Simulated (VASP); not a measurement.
Output of a VASP run:

File OSZICAR:
```
...
       N       E                     dE             d eps       ncg     rms          rms(c)
DAV:   1    -0.201727856282E+03   -0.48330E-02   -0.15205E-01  1804   0.287E+00    0.542E-01
DAV:   2    -0.201724898598E+03    0.29577E-02   -0.87602E-03  1882   0.624E-01    0.205E-01
DAV:   3    -0.201724462761E+03    0.43584E-03   -0.18097E-03  2144   0.271E-01    0.634E-02
DAV:   4    -0.201724243775E+03    0.21899E-03   -0.13082E-03  2014   0.163E-01    0.323E-02
DAV:   5    -0.201724310488E+03   -0.66713E-04   -0.91503E-04  1942   0.164E-01    0.311E-02
DAV:   6    -0.201724406871E+03   -0.96383E-04   -0.14544E-04  1922   0.650E-02    0.126E-02
DAV:   7    -0.201724401207E+03    0.56638E-05   -0.67583E-06  1964   0.165E-02    0.322E-03
DAV:   8    -0.201724407924E+03   -0.67169E-05   -0.14374E-06  1064   0.907E-03    0.114E-03
DAV:   9    -0.201724405294E+03    0.26302E-05   -0.62737E-07   960   0.584E-03    0.443E-04
DAV:  10    -0.201724406191E+03   -0.89657E-06   -0.58250E-08   928   0.134E-03
   3 F= -.20172441E+03 E0= -.20172415E+03  d E =-.255159E-02
       N       E                     dE             d eps       ncg     rms          rms(c)
DAV:   1    -0.201725919901E+03   -0.15146E-02   -0.69713E-02  1840   0.170E+00    0.278E-01
DAV:   2    -0.201724946304E+03    0.97360E-03   -0.28221E-03  2044   0.343E-01    0.114E-01
DAV:   3    -0.201724833505E+03    0.11280E-03   -0.58030E-04  2124   0.159E-01    0.416E-02
DAV:   4    -0.201724743224E+03    0.90281E-04   -0.31001E-04  1972   0.895E-02    0.165E-02
DAV:   5    -0.201724797782E+03   -0.54558E-04   -0.17806E-04  1902   0.810E-02    0.165E-02
DAV:   6    -0.201724820118E+03   -0.22336E-04   -0.26037E-05  1884   0.302E-02    0.600E-03
DAV:   7    -0.201724820594E+03   -0.47570E-06   -0.15517E-06  1108   0.878E-03
   4 F= -.20172482E+03 E0= -.20172475E+03  d E =-.414403E-03
       N       E                     dE             d eps       ncg     rms          rms(c)
DAV:   1    -0.201724962316E+03   -0.14220E-03   -0.49620E-03  1828   0.455E-01    0.742E-02
DAV:   2    -0.201724896486E+03    0.65830E-04   -0.19781E-04  2034   0.911E-02    0.306E-02
DAV:   3    -0.201724884606E+03    0.11880E-04   -0.40780E-05  2128   0.421E-02    0.110E-02
DAV:   4    -0.201724879137E+03    0.54688E-05   -0.21799E-05  1958   0.234E-02    0.428E-03
DAV:   5    -0.201724881730E+03   -0.25933E-05   -0.12451E-05  1904   0.213E-02    0.444E-03
DAV:   6    -0.201724883154E+03   -0.14236E-05   -0.15543E-06   966   0.767E-03    0.195E-03
DAV:   7    -0.201724883066E+03    0.88185E-07   -0.22222E-07   908   0.316E-03
   5 F= -.20172488E+03 E0= -.20172476E+03  d E =-.476875E-03
       N       E                     dE             d eps       ncg     rms          rms(c)
DAV:   1    -0.201725018283E+03   -0.13513E-03   -0.60855E-03  1772   0.433E-01    0.662E-02
DAV:   2    -0.201725018269E+03    0.13853E-07   -0.26131E-04  2046   0.917E-02    0.263E-02
DAV:   3    -0.201725014404E+03    0.38653E-05   -0.20531E-05  2042   0.290E-02    0.573E-03
DAV:   4    -0.201725010682E+03    0.37212E-05   -0.51648E-06  1754   0.118E-02    0.303E-03
DAV:   5    -0.201725013678E+03   -0.29958E-05   -0.13864E-06   984   0.775E-03    0.205E-03
DAV:   6    -0.201725011645E+03    0.20331E-05   -0.61980E-07   914   0.503E-03    0.131E-03
DAV:   7    -0.201725012744E+03   -0.10985E-05   -0.11426E-07   896   0.226E-03    0.352E-04
DAV:   8    -0.201725012075E+03    0.66904E-06   -0.43151E-08   900   0.123E-03
   6 F= -.20172501E+03 E0= -.20172492E+03  d E =-.129009E-03
```

File OUTCAR:
```
------------------------ aborting loop because EDIFF is reached ----------------------------------------
  FORCE on cell =-STRESS in cart. coord.  units (eV):
  Direction    XX          YY          ZZ          XY          YZ          ZX
  --------------------------------------------------------------------------------------
  Total       -0.0218085     -0.0218085      0.0120160      0.0000000      0.0000000      0.0000000
  in kB       -0.2702350     -0.2702350      0.1488933      0.0000000      0.0000000      0.0000000
  external PRESSURE =      -0.1305255 kB  Pullay stress =       0.0000000 kB
  volume of cell :      129.30
      direct lattice vectors                 reciprocal lattice vectors
     4.769912644 -0.000000000  0.000000000     0.209647445  0.121040007  0.000000000
    -2.384956322  4.130865594  0.000000000     0.000000000  0.242080014  0.000000000
     0.000000000 -0.000000000  6.562119604     0.000000000  0.000000000  0.152389786
 POSITION                                       TOTAL-FORCE (eV/Angst)
 -----------------------------------------------------------------------------------
      2.38496     -0.00000      6.56212         0.000000     -0.000000      0.000000
      1.19248      2.06543      4.37475        -0.000000     -0.000000      0.000000
      3.57743      2.06543      2.18737         0.000000     -0.000000      0.000000
     -0.00000      1.31086      6.56212         0.000000     -0.001680      0.000000
      3.63468      0.65543      4.37475         0.001455     -0.000840     -0.000000
      1.24972      3.47544      2.18737         0.001455      0.000840     -0.000000
      2.38496      2.82001      6.56212        -0.000000      0.001680      0.000000
     -1.24972      3.47544      4.37475        -0.001455      0.000840      0.000000
      1.13523      0.65543      2.18737        -0.001455     -0.000840     -0.000000
 -----------------------------------------------------------------------------------
    total drift:                                0.000000     -0.000000     -0.000846
  FREE ENERGIE OF THE ION-ELECTRON SYSTEM (eV)
  ---------------------------------------------------
  free  energy   TOTEN  =      -201.7250120746 eV

  energy  without entropy=     -201.7247276762  energy(sigma->0) =     -201.72491728

 reached required accuracy - stopping structural energy minimisation
```
(Selected blocks of OUTCAR.)

POSCAR:
```
TaSi2
1
    4.7562403745     0.0000000000     0.0000000000
   -2.3781201873     4.1190250604    -0.0000000000
    0.0000000000     0.0000000000     6.5730782801
Ta Si
3 6
Direct
  0.5000000000   0.0000000000   0.0000000000
  0.5000000000   0.5000000000   0.6666670000
  0.0000000000   0.5000000000   0.3333330000
  0.1592098689   0.3184197378   0.0000000000
  0.8407901311   0.1592098689   0.6666670000
  0.6815802622   0.8407901311   0.3333330000
  0.8407901311   0.6815802622   0.0000000000
  0.1592098689   0.8407901311   0.6666670000
  0.3184197378   0.1592098689   0.3333330000
```

Q: Reconstruct the remaining input files.

A: This is not unique; one that fits is the input of the run itself, r2SCAN+rVV10, plane waves, VASP's PBE PAW potentials (set 64).

File KPOINTS:
```
K-points
0
Gamma
7 7 4
```

**INCAR**
```
# general
SYSTEM    =  TaSi2
PREC      =  Accurate
ENCUT     =  400
LREAL     =  .FALSE.
LASPH     =  .TRUE.

# electronic loop
EDIFF     =  1E-6
NELM      =  100
ALGO      =  Normal
LMAXMIX   =  6
LMIXTAU   =  .TRUE.

# smearing
ISMEAR    =  1
SIGMA     =  0.1

# functional
METAGGA   =  R2SCAN
LUSE_VDW  =  .TRUE.
BPARAM    =  11.95
CPARAM    =  0.0093

# ions
IBRION    =  2
NSW       =  60
ISIF      =  3
EDIFFG    =  -0.02

# output
LWAVE     =  .FALSE.
LCHARG    =  .FALSE.
```

POTCAR, in this order: Ta_pv Si (PBE.64 set). Program: vasp_std.

The structure comes from a measured TaSi2 entry (P6_422) of the Crystallography Open Database, whose conditions weren't checked. This run relaxes it. Symmetry was kept, so distortions that lower it aren't found. The start is the result of an earlier pass. The electron count is odd and the run is not spin-polarised, which forces a metal.
